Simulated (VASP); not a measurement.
Given:

```
CoSn
1.0
    5.21299     0.00000     0.00000
   -2.60649     4.51458     0.00000
    0.00000     0.00000     4.16121
Co Sn
3 3
Direct
  0.00000   0.50000   0.00000
  0.50000   0.00000   0.00000
  0.50000   0.50000   0.00000
  0.66667   0.33333   0.50000
  0.33333   0.66667   0.50000
  0.00000   0.00000   0.00000
```

All values below come from PBE GGA, VASP's PBE PAW potentials (set 64) (plane waves; VASP). Settings: 420 eV cut-off, 7×7×9 Γ-centred mesh, Fermi-Dirac smearing of 0.10 eV, potentials Co Sn_d.

Energy and stress use the plane-wave basis of the starting cell.

### Question
The ions, cell shape and volume are relaxed. Which structure does the run end with?

### Answer

```
CoSn
1.0
    5.28736     0.00000     0.00000
   -2.64368     4.57899     0.00000
    0.00000     0.00000     4.24133
Co Sn
3 3
Direct
  0.00000   0.50000   0.00000
  0.50000   0.00000   0.00000
  0.50000   0.50000   0.00000
  0.66667   0.33333   0.50000
  0.33333   0.66667   0.50000
  0.00000   0.00000   0.00000
```
Space group P6/mmm (191), at a tolerance of 0.03 Å.

### Question
How do energy and volume change from the first to the last step?

### Answer
The energy (σ→0) changes by -15.3 meV/atom and the volume by +4.9 %, in 8 ionic steps.

```json
[
 {"step": "1", "E(σ→0) (eV)": "-33.1356", "max force (eV/Å)": "0.000", "pressure (GPa)": "6.86", "volume (Å³)": "97.93"},
 {"step": "2", "E(σ→0) (eV)": "-33.1154", "max force (eV/Å)": "0.000", "pressure (GPa)": "-5.91", "volume (Å³)": "108.17"},
 {"step": "3", "E(σ→0) (eV)": "-33.2280", "max force (eV/Å)": "0.000", "pressure (GPa)": "-0.06", "volume (Å³)": "102.74"},
 {"step": "4", "E(σ→0) (eV)": "-33.2281", "max force (eV/Å)": "0.000", "pressure (GPa)": "0.06", "volume (Å³)": "102.64"},
 {"step": "5", "E(σ→0) (eV)": "-33.2277", "max force (eV/Å)": "0.000", "pressure (GPa)": "0.07", "volume (Å³)": "102.63"},
 {"step": "6", "E(σ→0) (eV)": "-33.2276", "max force (eV/Å)": "0.000", "pressure (GPa)": "0.08", "volume (Å³)": "102.63"},
 {"step": "7", "E(σ→0) (eV)": "-33.2275", "max force (eV/Å)": "0.000", "pressure (GPa)": "-0.06", "volume (Å³)": "102.75"},
 {"step": "8", "E(σ→0) (eV)": "-33.2275", "max force (eV/Å)": "0.000", "pressure (GPa)": "0.01", "volume (Å³)": "102.69"}
]
```

The structure comes from a computed database's CoSn entry; how it stands against other phases isn't given here. This run relaxes it. Symmetry was kept, so distortions that lower it aren't found. The run is one of a series of settings (EDIFF = 1E-09, EDIFFG = -0.005, ENCUT = 420, IBRION = 2, ISIF = 3, NSW = 50, KPOINTS 7×7×9 Γ-centred mesh against the base run), some of them coarse on purpose. The run is not spin-polarised, so no magnetic state was tried. The electron count is odd and the run is not spin-polarised, which forces a metal.
